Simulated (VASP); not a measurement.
Write the native input for VASP 6.6.1 that does the following.

```yaml
Task: single point
Functional: RPBE
Potentials_or_basis: VASP PAW PBE potentials, release 64 (Ge_d, H)
Cutoff: 400 eV
k_mesh: 1 × 1 × 1
Occupations: gaussian, width 0.01 eV
Spin: no spin polarisation
Further_INCAR_settings: ALGO = Normal; EDIFF = 1e-06; ISYM = 0
```

The structure of GeH4 lies in POSCAR:

```
GeH4                                    
1.0
   12.8008860920      0.0000000000      0.0000000000
    0.0000000000     13.3008860920      0.0000000000
    0.0000000000      0.0000000000     13.8008860920
  Ge              H             
     1     4
Selective dynamics
Direct
     0.4999998767999969    0.5037592014000012    0.4999998775999970   F   F   F
     0.4008613225107127    0.4665038006668069    0.4490196781054359   T   T   T
     0.4770747596644963    0.5202247082167010    0.6078869314809274   T   T   T
     0.5867890547983864    0.4251503065069521    0.4888724658132680   T   T   T
     0.5352745043855119    0.6031604252847809    0.4542203304839784   T   T   T
```

One way to write it, as run:

INCAR

```
SYSTEM = GeH4
PREC = Accurate
ENCUT = 400
EDIFF = 1E-6
ISMEAR = 0
SIGMA = 0.01
LREAL = .FALSE.
LASPH = .TRUE.
NELM = 100
ALGO = Normal
ISIF = 2
LWAVE = .FALSE.
LCHARG = .FALSE.
GGA = RP
ISYM = 0
```

KPOINTS

```
Automatic mesh
0
G
  1 1 1
  0 0 0
```

Potentials or basis: VASP PAW PBE potentials, release 64 (Ge_d, H).

Run with:

```sh
$ cat potpaw_PBE.64/Ge_d/POTCAR potpaw_PBE.64/H/POTCAR > POTCAR
$ mpirun -np 4 vasp_gam > vasp.out
```

It gave:

The largest force is 0.065 eV/Å and the gap between the frontier levels is 7.44 eV.

Caveat: the PAW data sets were made with another functional, which shifts forces and pressure a little.

Run time: 46 s on 4 MPI ranks on Intel(R) Xeon(R) Platinum 8488C (Sapphire Rapids), with other jobs on the host, peak memory 0.41 GiB a rank.
